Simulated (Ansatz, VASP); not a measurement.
# One calculation of MgC2, two programs

```
Mg C
1.0
     0.00000    2.67866    2.67866
     2.67866    0.00000    2.67866
     2.67866    2.67866    0.00000
Mg C
1 2
Cartesian
  2.6787 2.6787 2.6787
  4.0180 4.0180 4.0180
  1.3393 1.3393 1.3393
```

Alike in both runs: task relaxation of cell and atoms; functional PBE; k mesh 6 × 6 × 6; occupations gaussian, width 0.1 eV; no spin polarisation.

|  | VASP | Ansatz |
| --- | --- | --- |
| version | VASP 6.6.1 | Ansatz 0.2.0 |
| potentials or method | VASP PAW PBE potentials, release 64 (Mg, C) | scalar-relativistic, plane waves, PAW |
| plane-wave cutoff (eV) | 600 | 420 |
| valence electrons in the cell | 10 | 18 |

VASP gave:

| Property | Result |
| --- | --- |
| gap on the k mesh at the Fermi level, each at its own relaxed structure (eV) | none |
| relaxed volume (Å³/atom) | 11.12 |
| relaxed cell length with the largest relative difference (Å) | 3.614 |
| energy change over the relaxation (meV/atom) | -66 |

Estimate Ansatz's values.

gap on the k mesh at the Fermi level, each at its own relaxed structure (eV): none; relaxed volume (Å³/atom): 11.17; relaxed cell length with the largest relative difference (Å): 3.619; energy change over the relaxation (meV/atom): -64.

A gap of «none» marks a metal or a gap that the smearing closes. The two sets of potentials don't hold the same shells in valence.
